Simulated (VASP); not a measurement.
A convergence study with VASP on BN (zinc blende): one setting is varied, all else stays as given below, so the limit is that of these other settings.

```yaml
crystal:
  lattice:
    - [0.00000, 1.80750, 1.80750]
    - [1.80750, 0.00000, 1.80750]
    - [1.80750, 1.80750, 0.00000]
  atoms:
    - { symbol: B, position: [0.00000, 0.00000, 0.00000] }
    - { symbol: N, position: [0.25000, 0.25000, 0.25000] }
```

Method: PBE GGA, VASP's PBE PAW potentials (set 64) (plane waves; VASP). The tightest run used: 700 eV cut-off, 22×22×22 Γ-centred mesh, Gaussian smearing of 0.050 eV, potentials B N.

| setting | E (eV/atom) | pressure (GPa) | irreducible k-points |
|---|---|---|---|
| 1×1×1 mesh | 3.8034 | 262.71 | 1 |
| 2×2×2 mesh | -7.5291 | 26.23 | 3 |
| 3×3×3 mesh | -8.5419 | 6.46 | 4 |
| 4×4×4 mesh | -8.6914 | 3.72 | 8 |

Question: These are the cheaper rows. Estimate the results at 22×22×22 mesh, and how far the last row shown lies from them.

Answer: 
| quantity | tightest run | last row shown is off by |
|---|---|---|
| E (eV/atom) | -8.7286 | 0.0372 |
| pressure (GPa) | 3.03 | 0.69 |

Left out are rungs that failed or repeat a setting and relaxations that didn't move; long series are thinned to 24 rows.

The compound is BN in the zinc blende structure. The cell was not relaxed at this level.
